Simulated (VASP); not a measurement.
Energy against volume of Ni (fcc). These are r2SCAN meta-GGA, VASP's PBE PAW potentials (set 64) (plane waves; VASP 6.6.1) values and carry that method's errors.

| V (Å³/atom) | E (eV/atom) |
|---|---|
| 9.917 | -11.91577 |
| 10.234 | -11.93720 |
| 10.550 | -11.94371 |
| 10.867 | -11.93747 |
| 11.183 | -11.92052 |

Problem. Fit a third-order Birch-Murnaghan equation of state.

Solution. 
```
Item                                            Result
---------------------------------------  -------------
volume per atom                          10.55 Å³/atom
bulk modulus                                   214 GPa
pressure derivative of the bulk modulus           4.49
lattice constant a                             3.481 Å
```

Measured: bulk modulus 192 GPa at 0 K (computed value off by +11.2 %), as given by Daniel Mejia-Rodriguez et al., Physical Review B (2018), arXiv:1807.09216 [0 K value with the zero-point phonon effect removed]; a 3.508 Å at 0 K (computed value off by -0.8 %), as given by Daniel Mejia-Rodriguez et al., Physical Review B (2018), arXiv:1807.09216 [static lattice: zero-point anharmonic expansion removed].

The compound is Ni in the fcc structure. It was relaxed first.
